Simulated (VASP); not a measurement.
Here is the system:

```xyz
2
Lattice="0.0000 2.2264 2.2264 2.2264 0.0000 2.2264 2.2264 2.2264 0.0000" Properties=species:S:1:pos:R:3 pbc="T T T"
Ta     0.0000     0.0000     0.0000
C      2.2264     2.2264     2.2264
```

Computed with PBE GGA with D3 dispersion (zero damping), VASP's PBE PAW potentials (set 64) (plane waves; VASP). Run with 520 eV cut-off, 16×16×16 Γ-centred mesh, tetrahedra with Blöchl corrections, potentials Ta_pv C.

Unless said otherwise, spin-orbit coupling is left out, though it shifts the bands of the heavy elements here.

Estimate the energy per atom (σ→0), band gap (on the k-mesh) with the smallest direct gap where there is one.

```
Property                                                     Value
------------------------  ----------------------------------------
band gap (on the k-mesh)  none (metal, semimetal or under 0.01 eV)
energy per atom (σ→0)                              -11.449 eV/atom
```

Only differences to runs with the same potentials and settings are physical.

The compound is TaC in the rock salt structure. It was relaxed first. The electron count is odd and the run is not spin-polarised, which forces a metal.
